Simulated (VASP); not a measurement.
An input for Quantum ESPRESSO's pw.x (written as the equivalent of a VASP run, and not itself run):

```
&CONTROL
  calculation = 'scf'
  pseudo_dir = './pseudo'
  outdir = './out'
  tprnfor = .true.
  tstress = .true.
/
&SYSTEM
  ibrav = 0
  nat = 3
  ntyp = 2
  ecutwfc = 84
  occupations = 'smearing'
  smearing = 'methfessel-paxton'
  degauss = 0.00735
  input_dft = 'pbe'
/
&ELECTRONS
  conv_thr = 7.3e-08
  electron_maxstep = 100
/
ATOMIC_SPECIES
  Ti 47.867 Ti.upf
  B 10.810 B.upf
CELL_PARAMETERS angstrom
     1.5276560   -2.6027400    0.0000000
     1.5276560    2.6027400    0.0000000
     0.0000000    0.0000000    3.1789610
ATOMIC_POSITIONS crystal
  Ti   0.0000000  0.0000000  0.0000000
  B    0.3333330  0.6666670  0.5000000
  B    0.6855250  0.3521910  0.5000000
K_POINTS automatic
  10 10 9 0 0 0
HUBBARD {ortho-atomic}
U Ti-3d 5
```

Question: Translate this input to VASP (INCAR, KPOINTS, POSCAR, choice of POTCAR).

Answer: One answer among several that fit: 
KPOINTS:
```
Automatic mesh
0
Gamma
10 10 9
0 0 0
```

**INCAR**
```
SYSTEM = TiB2
PREC = Accurate
ENCUT = 520
EDIFF = 1E-6
NELM = 100
ALGO = Normal
LREAL = .FALSE.
LASPH = .TRUE.
ISMEAR = 1
SIGMA = 0.1
GGA = PE
LMAXMIX = 2
LWAVE = .FALSE.
LCHARG = .FALSE.
ISIF = 2
LDAU = .TRUE.
LDAUTYPE = 2
LDAUL = 2 -1
LDAUU = 5.0 0
LDAUJ = 0 0
LDAUPRINT = 1
LORBIT = 10
```

POSCAR:
```
TiB2
1
    1.5276560000    -2.6027400000     0.0000000000
    1.5276560000     2.6027400000     0.0000000000
    0.0000000000     0.0000000000     3.1789610000
Ti B
1 2
Direct
  0.0000000000   0.0000000000   0.0000000000
  0.3333330000   0.6666670000   0.5000000000
  0.6855250000   0.3521910000   0.5000000000
```

POTCAR, in this order: Ti_sv B (PBE.64 set). Program: vasp_std.

The two are equivalent in intent, not identical: the potentials are each code's own (VASP's PAW set, PseudoDojo norm-conserving files in pw.x), so ENCUT and ecutwfc are chosen apart and not converted; conv_thr bounds pw.x's estimated SCF error, while EDIFF bounds the energy change between steps; the +U projectors differ (PAW spheres against orthogonalised atomic orbitals), so the same U acts differently.

The compound is TiB2 in the AlB2 type structure. The cell was not relaxed at this level, atoms are displaced from their ideal sites. The run is one of a series of settings (LDAU = .TRUE., LDAUJ = 0 0, LDAUL = 2 -1, LDAUTYPE = 2, LDAUU = 5.0 0, LMAXMIX = 2 against the base run), some of them coarse on purpose.
